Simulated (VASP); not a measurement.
Computed with PBE GGA, VASP's PBE PAW potentials (set 64) (plane waves; VASP).

The input files of a VASP run:

KPOINTS:
```
Automatic mesh
0
Gamma
7 7 1
0 0 0
```

POSCAR:
```
LiF(100) slab
1
    2.8687572104     0.0000000000     0.0000000000
    0.0000000000     2.8687572104     0.0000000000
    0.0000000000     0.0000000000    27.2717370724
Li F
6 6
Direct
  0.0000000000   0.5000000000   0.3152714484
  0.5000000000   0.0000000000   0.3880597914
  0.0000000000   0.5000000000   0.4628028540
  0.5000000000   0.0000000000   0.5371971460
  0.0000000000   0.5000000000   0.6119402086
  0.5000000000   0.0000000000   0.6847285516
  0.0000000000   0.5000000000   0.3884806014
  0.5000000000   0.0000000000   0.3128156704
  0.0000000000   0.5000000000   0.5371956228
  0.5000000000   0.0000000000   0.4628043772
  0.0000000000   0.5000000000   0.6871843296
  0.5000000000   0.0000000000   0.6115193986
```

INCAR:
```
# general
SYSTEM = LiF(100) slab
PREC   = Normal
ENCUT  = 450
LREAL  = F   # projection in real space or not
LASPH  = T

# electronic loop
EDIFF  = 1E-6
NELM   = 100   # most electronic steps
NELMIN = 4
ALGO   = Normal

# smearing
ISMEAR = 0   # Gaussian
SIGMA  = 0.05

# functional
GGA    = PE   # PBE

# output
LWAVE  = F
LCHARG = F
LORBIT = 11   # lm-projected
LVHAR  = T

# other
LDIPOL = T
IDIPOL = 3
DIPOL  = 0.5 0.5 0.5
```

POTCAR, in this order: Li_sv F (PBE.64 set). Program: vasp_std. Read from the step before: WAVECAR.

Problem. What does the run give for the energy per atom (σ→0)?

Solution. 
```json
{
  "energy per atom (σ→0)": "-4.802 eV/atom"
}
```

OSZICAR:
```
       N       E                     dE             d eps       ncg     rms          rms(c)
DAV:   1    -0.576257781960E+02   -0.57626E+02   -0.26002E-06   814   0.307E-02    0.911E-04
DAV:   2    -0.576257782742E+02   -0.78209E-07   -0.13720E-06   666   0.698E-03    0.124E-03
DAV:   3    -0.576257783132E+02   -0.38995E-07   -0.17663E-07   712   0.265E-03    0.141E-03
DAV:   4    -0.576257782085E+02    0.10470E-06   -0.16414E-07   622   0.652E-03
   1 F= -.57625778E+02 E0= -.57625778E+02  d E =-.123628E-19
```

The cell is a thin slab with vacuum, built from LiF (rock salt): (100) face.
